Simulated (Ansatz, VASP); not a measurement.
## Li2BeS2 in VASP and in Ansatz

```xyz
5
Lattice="3.7528 0.0000 0.0000 -1.8764 3.2500 0.0000 0.0000 0.0000 6.7566" Properties=species:S:1:pos:R:3 pbc="T T T"
Li    0.0000    0.0000    2.7567
Li    0.0000    2.1667    5.4388
Be    0.0000    2.1667    1.1807
S     0.0000    0.0000    0.2745
S     0.0000    2.1667    3.1664
```

Alike in both runs: functional PBE; k mesh 6 × 6 × 4; occupations gaussian, width 0.02 eV; no spin polarisation.

Ansatz relaxed the structure, and its values are those at the end. VASP's run is a single point on that final structure, the one shown.

|  | VASP | Ansatz |
| --- | --- | --- |
| version | VASP 6.6.1 | Ansatz 0.2.0 |
| potentials or method | VASP PAW PBE potentials, release 64 (Li_sv, Be, S) | scalar-relativistic, plane waves, PAW |
| plane-wave cutoff (eV) | 520 | 420 |
| valence electrons in the cell | 20 | 20 |

|  | VASP | Ansatz | Ansatz less VASP |
| --- | --- | --- | --- |
| gap on the k mesh at the Fermi level (eV) | 2.77 | 2.76 | -0.011 |
| least direct gap on the mesh (eV) | 2.77 | 2.76 | -0.011 |
| rms of the force components (eV/Å) | 0.005 | 0.002 | -0.0024 |

With one functional, cell and mesh, what is left measures potentials, basis and numerics.

 A k mesh can miss the band edges. As with any semilocal functional, this PBE gap is likely too small.
